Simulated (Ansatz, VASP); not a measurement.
**KCdCO3F (series) in VASP and in Ansatz**

The input INCAR:

```
ALGO = Normal ; EDIFF = 1E-7
ENCUT = 520 ; GGA = PE
ISIF = 2 ; ISMEAR = 0
LASPH = True ; LCHARG = False
LREAL = False ; LWAVE = False
NBANDS = 34 ; NELM = 100
PREC = Accurate ; SIGMA = 0.02
```

File KPOINTS:

```
k-points
0
Gamma
  3 3 2
```

File POSCAR:

```
KCdCO3F
1.0
    5.1324000000      0.0000000000      0.0000000000
   -2.5662000000      4.4447887824      0.0000000000
    0.0000000000      0.0000000000      4.4324000000
K Cd C O F
1 1 1 3 1
Direct
    0.0000000000      0.0000000000      0.0000000000
    0.6666666667      0.3333333333      0.5000000000
    0.3333333333      0.6666666667      0.5000000000
    0.1925000000      0.3850000000      0.5000000000
    0.1925000000      0.8075000000      0.5000000000
    0.6150000000      0.8075000000      0.5000000000
    0.6666666667      0.3333333333      0.0000000000
```

Input for Ansatz:

```yaml
crystal:
  lattice:
    - [5.1324, 0.0, 0.0]
    - [-2.5662, 4.4447887824, 0.0]
    - [0.0, 0.0, 4.4324]
  atoms:
    - { symbol: K, position: [0.0, 0.0, 0.0] }
    - { symbol: Cd, position: [0.6666666667, 0.3333333333, 0.5] }
    - { symbol: C, position: [0.3333333333, 0.6666666667, 0.5] }
    - { symbol: O, position: [0.1925, 0.385, 0.5] }
    - { symbol: O, position: [0.1925, 0.8075, 0.5] }
    - { symbol: O, position: [0.615, 0.8075, 0.5] }
    - { symbol: F, position: [0.6666666667, 0.3333333333, 0.0] }
basis:
  ecutwfc: 420
kpoints:
  mp_grid: { grid: [3, 3, 2] }
hamiltonian:
  xc: pbe
scf:
  occupations: { method: gaussian, width: 0.02 }
output:
  forces: true
  stress: true
  eigenvalues: true
```

Alike in both runs: task single point; functional PBE; k mesh 3 × 3 × 2; occupations gaussian, width 0.02 eV; no spin polarisation.

|  | VASP | Ansatz |
| --- | --- | --- |
| version | VASP 6.6.1 | Ansatz 0.2.0 |
| potentials or method | VASP PAW PBE potentials, release 64 (K_sv, Cd, C, O, F) | scalar-relativistic, plane waves, PAW |
| plane-wave cutoff (eV) | 520 | 420 |
| valence electrons in the cell | 50 | 58 |

Ansatz gave:

- gap on the k mesh at the Fermi level (eV): 1.71
- least direct gap on the mesh (eV): 1.71
- pressure (GPa): 6.1
- largest component of the traceless stress (GPa): 5.32
- rms of the force components (eV/Å): 1.179

Which values does VASP return?

gap on the k mesh at the Fermi level (eV): 1.68; least direct gap on the mesh (eV): 1.69; pressure (GPa): 6.9; largest component of the traceless stress (GPa): 5.79; rms of the force components (eV/Å): 1.302.

Atom by atom the forces differ by 0.123 eV/Å (rms over components). The functional is the same, so the differences come from potentials, cutoffs and numerics. The two sets of potentials don't hold the same shells in valence.

Caveats: the k mesh is coarse (spacing up to 0.71 Å⁻¹), so the values aren't converged; the standard files for N, O and F lose accuracy on very short bonds; forces of over 1 eV/Å show positions far from the minimum, so gaps and moduli don't describe the material at rest. As with any semilocal functional, this PBE gap is likely too small.
